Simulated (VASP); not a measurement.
```xyz
2
Lattice="0.0000 3.2970 3.2970 3.2970 0.0000 3.2970 3.2970 3.2970 0.0000" Properties=species:S:1:pos:R:3 pbc="T T T"
Hg     0.0000     0.0000     0.0000
Te     1.6485     1.6485     1.6485
```

All values below come from PBE GGA, VASP's PBE PAW potentials (set 64) (plane waves; VASP). Run with 480 eV cut-off, 10×10×10 Γ-centred mesh, first-order Methfessel-Paxton smearing of 0.10 eV, potentials Hg Te.

Unless said otherwise, spin-orbit coupling is left out, though it shifts the bands of the heavy elements here.

### Question
Predict the energy per atom (σ→0), band gap (on the k-mesh) with the smallest direct gap where there is one.

### Answer

The band gap (on the k-mesh) is none (metal, semimetal or under 0.01 eV) and the energy per atom (σ→0) is -1.823 eV/atom.

Total energies compare only between runs with the same potentials, cut-off and functional.

The compound is HgTe in the zinc blende structure. It was relaxed first under an external pressure of 1 GPa.
